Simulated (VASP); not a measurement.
These are PBEsol GGA, VASP's PBE PAW potentials (set 64) (plane waves; VASP) values and carry that method's errors.

VASP input:

### INCAR
```
# general
SYSTEM  = GaN
PREC    = Accurate
ENCUT   = 600
LREAL   = .False.
LASPH   = .True.

# electronic loop
EDIFF   = 1E-7
NELM    = 100
ALGO    = Normal
LMAXMIX = 4

# smearing
ISMEAR  = 0
SIGMA   = 0.05

# functional
GGA     = PS

# ions
IBRION  = 2
NSW     = 40
ISIF    = 3
EDIFFG  = -0.01
PSTRESS = 300

# output
LWAVE   = .False.
LCHARG  = .False.
```

### POSCAR
```
GaN
1
    0.0000000000     2.2476657336     2.2476657336
    2.2476657336     0.0000000000     2.2476657336
    2.2476657336     2.2476657336     0.0000000000
Ga N
1 1
Direct
  0.0000000000   0.0000000000   0.0000000000
  0.2500000000   0.2500000000   0.2500000000
```

KPOINTS:
```
kpoints
0
Gamma
 10 10 10
0 0 0
```

POTCAR, in this order: Ga_d N (PBE.64 set). Program: vasp_std.

### Question
What will the output report for the number of irreducible k-points (NKPTS), number of bands (NBANDS), largest plane-wave count, number of space-group operations, FFT grid (NGX, NGY, NGZ)?

### Answer

number of irreducible k-points (NKPTS): 47
number of bands (NBANDS): 13
largest plane-wave count: 769
number of space-group operations: 24
FFT grid (NGX, NGY, NGZ): 28 × 28 × 28

The compound is GaN in the zinc blende structure, a metastable form; wurtzite is the usual one. This run relaxes it under an external pressure of 30 GPa. Symmetry was kept, so distortions that lower it aren't found.
